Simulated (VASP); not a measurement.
The system is AgCl.

```
Ag Cl
1.0
     0.00000    2.73500    2.73500
     2.73500    0.00000    2.73500
     2.73500    2.73500    0.00000
Ag Cl
1 1
Direct
  0.00000 0.00000 0.00000
  0.50000 0.50000 0.50000
```

| Item | Value |
| --- | --- |
| Program | VASP 6.6.1 |
| Task | relaxation of cell and atoms |
| Functional | PBE |
| Potentials or basis | VASP PAW PBE potentials, release 64 (Ag, Cl) |
| Cutoff | 520 eV |
| k mesh | 4 × 4 × 4 |
| Occupations | gaussian, width 0.02 eV |
| Spin | no spin polarisation |

At the start: pressure 4.0 GPa; volume 20.46 Å³/atom.

Task: Where does the relaxation end?

Result: Over 3 steps the energy falls by 18.7 meV/atom and the volume is 22.10 Å³/atom (+8.0 %); space group Fm-3m (No. 225, to 0.05 Å).

Step by step:
| step | energy change (eV) | largest force (eV/Å) | pressure (GPa) | volume (Å³) |
| --- | --- | --- | --- | --- |
| 1 | 0.0000 | 0.0000 | 3.97 | 40.92 |
| 2 | -0.0373 | 0.0000 | 0.19 | 43.99 |
| 3 | -0.0374 | 0.0000 | 0.00 | 44.19 |

Final structure:
```xyz
2
Lattice="0.0000 2.8062 2.8062 2.8062 0.0000 2.8062 2.8062 2.8062 0.0000" Properties=species:S:1:pos:R:3 pbc="T T T"
Ag    0.0000    0.0000    0.0000
Cl    2.8062    2.8062    2.8062
```

Caveat: the k mesh is coarse (spacing up to 0.50 Å⁻¹), so the values aren't converged.
